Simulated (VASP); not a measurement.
# K2YCuF6 (Fm-3m) in VASP: single point with r2SCAN

Aim: the single point of K2YCuF6 with r2SCAN.

All numbers are computed with VASP 6.6.1; they aren't measurements. Logs are shortened: lines on timing, memory, paths and dates and some standing lists are left out, and cuts for length are marked.

## 1. The crystal as given

The structure is cubic, space group Fm-3m (No. 225). The conventional cell has a = 8.848 Å, b = 8.848 Å, c = 8.848 Å, α = 90.00°, β = 90.00°, γ = 90.00°. K (site symmetry -43m) has 12 F at 3.13 Å as nearest neighbours. Around Y (site symmetry m-3m) lie 6 F at 2.18 Å. Cu (site symmetry m-3m) is surrounded by 6 F at 2.25 Å. F (site symmetry 4mm) is surrounded by 1 Y at 2.18 Å and 1 Cu at 2.25 Å.

The cell comes from a database or a generator and needn't be the stable form of this composition.

## 2. Single point, r2SCAN

Input file POSCAR:

```
K2YCuF6
1.0
    0.0000000000      4.4240514300      4.4240514300
    4.4240514300      0.0000000000      4.4240514300
    4.4240514300      4.4240514300      0.0000000000
K Y Cu F
2 1 1 6
Direct
    0.7500000000      0.7500000000      0.7500000000
    0.2500000000      0.2500000000      0.2500000000
    0.5000000000      0.5000000000      0.5000000000
    0.0000000000      0.0000000000      0.0000000000
    0.7460249800      0.2539750200      0.2539750200
    0.2539750200      0.2539750200      0.7460249800
    0.2539750200      0.7460249800      0.7460249800
    0.2539750200      0.7460249800      0.2539750200
    0.7460249800      0.2539750200      0.7460249800
    0.7460249800      0.7460249800      0.2539750200
```

Input file INCAR.step1:

```
  PREC = Accurate
  ENCUT = 520
  ISMEAR = 0
  SIGMA = 0.01
  LREAL = F
  LASPH = T
  NELM = 100
  NBANDS = 52
  GGA = PE
  ALGO = Normal
  EDIFF = 1E-4
  LWAVE = T
  LCHARG = F
```

Input file INCAR.step2:

```
  PREC = Accurate
  ENCUT = 520
  EDIFF = 1E-6
  ISMEAR = 0
  SIGMA = 0.01
  LREAL = F
  LASPH = T
  NELM = 100
  ALGO = Normal
  ISIF = 2
  LWAVE = F
  LCHARG = F
  METAGGA = R2SCAN
  LMIXTAU = T
  NBANDS = 52
  ISTART = 1
```

Input file KPOINTS:

```
Automatic mesh
0
Gamma
  4 4 4
```

Potentials or basis: VASP PAW PBE potentials, release 64 (K_sv, Y_sv, Cu, F).

On the command line:

```console
$ cat potpaw_PBE.64/K_sv/POTCAR potpaw_PBE.64/Y_sv/POTCAR potpaw_PBE.64/Cu/POTCAR potpaw_PBE.64/F/POTCAR > POTCAR
$ cp INCAR.step1 INCAR
$ mpirun -np 1 vasp_std > vasp.out
$ cp INCAR.step2 INCAR
$ mpirun -np 1 vasp_std > vasp.out
```

OUTCAR:

```text
PREC = Accurate
   ENCUT = 520
   EDIFF = 1E-6
   ISMEAR = 0
   LREAL = F
   LASPH = T
   NELM = 100
   ISIF = 2
   METAGGA = R2SCAN
   ISTART = 1

 ion  position               nearest neighbor table
   1  0.750  0.750  0.750-   3 3.83   3 3.83   3 3.83   3 3.83
   2  0.250  0.250  0.250-   3 3.83   3 3.83   3 3.83   3 3.83
   3  0.500  0.500  0.500-   5 2.18   6 2.18   7 2.18   8 2.18   9 2.18  10 2.18   1 3.83   2 3.83
                             2 3.83   2 3.83   2 3.83   1 3.83   1 3.83   1 3.83
   4  0.000  0.000  0.000-   5 2.25   6 2.25   7 2.25   8 2.25   9 2.25  10 2.25
   5  0.746  0.254  0.254-   3 2.18   4 2.25
   6  0.254  0.254  0.746-   3 2.18   4 2.25
   7  0.254  0.746  0.746-   3 2.18   4 2.25
   8  0.254  0.746  0.254-   3 2.18   4 2.25
   9  0.746  0.254  0.746-   3 2.18   4 2.25
  10  0.746  0.746  0.254-   3 2.18   4 2.25

  LATTYP: Found a face centered cubic cell.
 ALAT       =     8.8481028600

  Lattice vectors:

 A1 = (   0.0000000000,   4.4240514300,   4.4240514300)
 A2 = (   4.4240514300,   0.0000000000,   4.4240514300)
 A3 = (   4.4240514300,   4.4240514300,   0.0000000000)

Analysis of symmetry for initial positions (statically):
=====================================================================
 Subroutine PRICEL returns:
 Original cell was already a primitive cell.

 Routine SETGRP: Setting up the symmetry group for a
 face centered cubic supercell.

 Subroutine GETGRP returns: Found 48 space group operations
 (whereof 48 operations were pure point group operations)
 out of a pool of 48 trial point group operations.

The static configuration has the point symmetry O_h .

Analysis of symmetry for dynamics (positions and initial velocities):
=====================================================================
 Subroutine PRICEL returns:
 Original cell was already a primitive cell.

 Routine SETGRP: Setting up the symmetry group for a
 face centered cubic supercell.

 Subroutine GETGRP returns: Found 48 space group operations
 (whereof 48 operations were pure point group operations)
 out of a pool of 48 trial point group operations.

The dynamic configuration has the point symmetry O_h .

 Subroutine INISYM returns: Found 48 space group operations
 (whereof 48 operations are pure point group operations),
 and found     1 'primitive' translations

----------------------------------------------------------------------------------------

[... 100 lines left out ...]
   TEBEG  =    0.0;   TEEND  =   0.0 temperature during run
   PSTRESS=    0.0 pullay stress
   NELECT =      82.0000    total number of electrons
   NUPDOWN=      -1.0000    fix difference up-down
   EMIN   =  10.00;   EMAX   =-10.00  energy-range for DOS
   EFERMI =   0.00;   METHOD = LEGACY
   ISMEAR =     0;   SIGMA  =   0.01  broadening in eV -4-tet -1-fermi 0-gaus
   EFERMI_NEDOS =   21; number of points for ismear=-14 and -15
   IALGO  =     38    algorithm
   IMIX   =      4    mixing-type and parameters
     AMIX     =   0.40;   BMIX     =  1.00
     AMIX_MAG =   1.60;   BMIX_MAG =  1.00
  volume/ion in A,a.u.               =      17.32       116.87
  Fermi-wavevector in a.u.,A,eV,Ry     =   1.275996  2.411283 22.152537  1.628166
  Thomas-Fermi vector in A             =   2.408677
   LORBIT       =      0    0 simple, 1 ext, 2 COOP (PROOUT), +10 PAW based schemes
   METAGGA = R2SCAN    functional components
   LHFCALC =     F    Hartree Fock is set to
   AEXX    =    0.0000 exact exchange contribution
   IVDW    =     0    specifies the selected vdW correction
   LEPSILON=     F    determine dielectric tensor
   LRPA    =     F    only Hartree local field effects (RPA)
 non-spin polarized calculation
 Gauss-broadening in eV      SIGMA  =   0.01
  energy-cutoff  :      520.00
  volume of cell :      173.18
 maximum number of plane-waves:      4720
 NGX is ok and might be reduce to    48
   NGX = 23   NGY = 23   NGZ = 23

 number of electron      81.9999973 magnetization

 Free energy of the ion-electron system (eV)
  ---------------------------------------------------
  ext. energy  EPLUGINS =         0.00000000
  ---------------------------------------------------
  free energy    TOTEN  =       -92.90214110 eV

  energy without entropy =      -92.90214110  energy(sigma->0) =      -92.90214110

 E-fermi :   2.5740     XC(G=0):  -9.1776

 val. band max:        2.5004421360   @ k =   0.5000   0.0000   0.0000
 cond. band min:       3.4112041029   @ k =   0.0000   0.0000   0.0000
 fundamental gap:      0.9107619669
 Fermi energy:         2.5739547046

 k-point     1 :       0.0000    0.0000    0.0000
  band No.  band energies     occupation
      1     -42.3511      2.00000
      2     -30.6205      2.00000
      3     -30.6097      2.00000
      4     -24.3382      2.00000
      5     -24.3382      2.00000
      6     -24.3382      2.00000
[... 429 lines left out ...]
     51       8.3015      0.00000
     52       8.7560      0.00000

------------------------ aborting loop because EDIFF is reached ----------------------------------------

  FORCE on cell =-STRESS in cart. coord.  units (eV):
  Direction    XX          YY          ZZ          XY          YZ          ZX
  --------------------------------------------------------------------------------------
  -------------------------------------------------------------------------------------
  Total       -3.1210882     -3.1210882     -3.1210882     -0.0000000     -0.0000000      0.0000000
  in kB      -28.8752751    -28.8752751    -28.8752751     -0.0000000     -0.0000000      0.0000000
  external PRESSURE =     -28.8752751 kB  Pullay stress =       0.0000000 kB

 VOLUME and BASIS-vectors are now :
 -----------------------------------------------------------------------------
  energy-cutoff  :      520.00
  volume of cell :      173.18
      direct lattice vectors                 reciprocal lattice vectors
     0.000000000  4.424051430  4.424051430    -0.113018578  0.113018578  0.113018578
     4.424051430  0.000000000  4.424051430     0.113018578 -0.113018578  0.113018578
     4.424051430  4.424051430  0.000000000     0.113018578  0.113018578 -0.113018578

 POSITION                                       TOTAL-FORCE (eV/Angst)
 -----------------------------------------------------------------------------------
      6.63608      6.63608      6.63608        -0.000000      0.000000     -0.000000
      2.21203      2.21203      2.21203        -0.000000     -0.000000     -0.000000
      4.42405      4.42405      4.42405        -0.000000      0.000000     -0.000000
      0.00000      0.00000      0.00000        -0.000000      0.000000     -0.000000
      2.24720      4.42405      4.42405         0.118280      0.000000     -0.000000
      4.42405      4.42405      2.24720        -0.000000      0.000000      0.118280
      6.60091      4.42405      4.42405        -0.118280      0.000000     -0.000000
      4.42405      2.24720      4.42405        -0.000000      0.118280     -0.000000
      4.42405      6.60091      4.42405        -0.000000     -0.118280     -0.000000
      4.42405      4.42405      6.60091        -0.000000      0.000000     -0.118280
 -----------------------------------------------------------------------------------
    total drift:                               -0.000000     -0.000000      0.000000

  FREE ENERGIE OF THE ION-ELECTRON SYSTEM (eV)
  ---------------------------------------------------
  free  energy   TOTEN  =       -92.9021410983 eV

  energy  without entropy=      -92.9021410983  energy(sigma->0) =      -92.90214110
```

OUTCAR.step1:

```text
PREC = Accurate
   ENCUT = 520
   ISMEAR = 0
   LREAL = F
[... 676 lines left out ...]
      6.60091      4.42405      4.42405        -0.140365      0.000000      0.000000
      4.42405      2.24720      4.42405         0.000000      0.140365      0.000000
      4.42405      6.60091      4.42405         0.000000     -0.140365      0.000000
      4.42405      4.42405      6.60091         0.000000      0.000000     -0.140365
 -----------------------------------------------------------------------------------
    total drift:                               -0.000000     -0.000000      0.000000

  FREE ENERGIE OF THE ION-ELECTRON SYSTEM (eV)
  ---------------------------------------------------
  free  energy   TOTEN  =       -52.0265813214 eV

  energy  without entropy=      -52.0265813214  energy(sigma->0) =      -52.02658132
```

OSZICAR.step1:

```text
N       E                     dE             d eps       ncg     rms          rms(c)
DAV:   1     0.988268081162E+03    0.98827E+03   -0.39655E+04   832   0.165E+03
DAV:   2     0.663123758855E+02   -0.92196E+03   -0.85307E+03   960   0.465E+02
DAV:   3    -0.496212445888E+02   -0.11593E+03   -0.11467E+03  1032   0.178E+02
DAV:   4    -0.576904367772E+02   -0.80692E+01   -0.80360E+01  1416   0.409E+01
DAV:   5    -0.579636556180E+02   -0.27322E+00   -0.27296E+00  1184   0.608E+00    0.371E+01
DAV:   6    -0.521076186459E+02    0.58560E+01   -0.25195E+01  1040   0.247E+01    0.311E+01
DAV:   7    -0.520623548302E+02    0.45264E-01   -0.20122E+00  1352   0.803E+00    0.195E+01
DAV:   8    -0.520428028991E+02    0.19552E-01   -0.43688E-01  1100   0.516E+00    0.184E+00
DAV:   9    -0.520261913996E+02    0.16611E-01   -0.15534E-01  1220   0.289E+00    0.405E-01
DAV:  10    -0.520261116786E+02    0.79721E-04   -0.89478E-03  1244   0.692E-01    0.250E-01
DAV:  11    -0.520264584508E+02   -0.34677E-03   -0.18851E-03  1212   0.257E-01    0.147E-01
DAV:  12    -0.520265787171E+02   -0.12027E-03   -0.64866E-04  1012   0.157E-01    0.565E-02
DAV:  13    -0.520265813214E+02   -0.26043E-05   -0.11605E-04   744   0.101E-01
   1 F= -.52026581E+02 E0= -.52026581E+02  d E =-.793430-107
```

It took 6.6 min on 1 thread of Intel Xeon Platinum 8375C at 2.90GHz (Ice Lake), shared host; peak memory 0.4 GiB.

Results:

```yaml
Free_energy: -92.9021 eV
Pressure: -2.9 GPa
Largest_force: 0.118 eV/Å
Band_gap_on_the_k_mesh: 0.91 eV, indirect (least direct gap 1.02 eV)
```

Forces in eV/Å, atoms in the order of the input:
```
K    0.000  0.000  0.000
K    0.000  0.000  0.000
Y    0.000  0.000  0.000
Cu   0.000  0.000  0.000
F    0.118  0.000  0.000
F    0.000  0.000  0.118
F   -0.118  0.000  0.000
F    0.000  0.118  0.000
F    0.000 -0.118  0.000
F    0.000  0.000 -0.118
```

Levels at points of the mesh, in eV from the valence-band top:
| k point | band 38 | band 39 | band 40 | band 41 | band 42 | band 43 | band 44 | band 45 |
| --- | --- | --- | --- | --- | --- | --- | --- | --- |
| (0.00, 0.00, 0.00) | -0.53 | -0.53 | -0.11 | -0.11 | 0.91 | 3.36 | 3.36 | 3.36 |
| (0.50, 0.00, 0.00) | -0.49 | -0.49 | 0.00 | 0.00 | 2.71 | 3.17 | 3.38 | 3.38 |
| (0.50, 0.50, 0.00) | -0.47 | -0.47 | -0.11 | -0.09 | 2.60 | 3.38 | 3.46 | 3.46 |

Caveat: the PAW data sets were made with another functional, which shifts forces and pressure a little. A k mesh can miss the band edges.
